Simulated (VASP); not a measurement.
Here is the system:

```yaml
crystal:
  lattice:
    - [0.00000, 2.94307, 2.94307]
    - [2.94307, 0.00000, 2.94307]
    - [2.94307, 2.94307, 0.00000]
  atoms:
    - { symbol: In, position: [0.00000, 0.00000, 0.00000] }
    - { symbol: P, position: [0.25000, 0.25000, 0.25000] }
```

The numbers are results of SCAN meta-GGA, VASP's PBE PAW potentials (set 64) (plane waves; VASP), not measurements. Run with 520 eV cut-off, 9×9×9 Γ-centred mesh, tetrahedra with Blöchl corrections, potentials In_d P.

Unless said otherwise, spin-orbit coupling is left out, though it shifts the bands of the heavy elements here.

What does the run give for the energy per atom (σ→0), band gap (over mesh and band path) with the smallest direct gap where there is one?

```json
{
 "band gap (over mesh and band path)": "0.99 eV",
 "smallest direct gap (over mesh and band path)": "0.99 eV",
 "energy per atom (σ→0)": "-22.184 eV/atom"
}
```

Total energies compare only between runs with the same potentials, cut-off and functional.

The compound is InP in the zinc blende structure. It was relaxed first.
